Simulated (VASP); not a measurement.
```
MgI2
1.0
    2.06292    -3.57308     0.00000
    2.06292     3.57308     0.00000
    0.00000     0.00000     7.01313
Mg I
1 2
Direct
  0.00000   0.00000   0.00000
  0.33333   0.66667   0.23839
  0.66667   0.33333   0.76161
```

All values below come from PBEsol GGA, VASP's PBE PAW potentials (set 64) (plane waves; VASP). Settings: 520 eV cut-off, 7×7×4 Γ-centred mesh, tetrahedra with Blöchl corrections, potentials Mg I.

The cores are frozen, which limits the accuracy of field gradients. Without a dispersion term in the relaxation, distances and binding between the weakly bound layers, chains or molecules are unreliable, and so is what depends on them.

**Question.** Give the principal components of the electric field gradient (V/Å²) and the asymmetry η at each nucleus.

**Answer.** 
```
atom   Vxx   Vyy    Vzz     η
----  ----  ----  -----  ----
Mg1    0.0   0.0    0.0     -
I2    18.9  18.9  -37.8  0.00
I3    18.9  18.9  -37.8  0.00
```

The compound is MgI2 in the 1T layered structure. It was relaxed first.
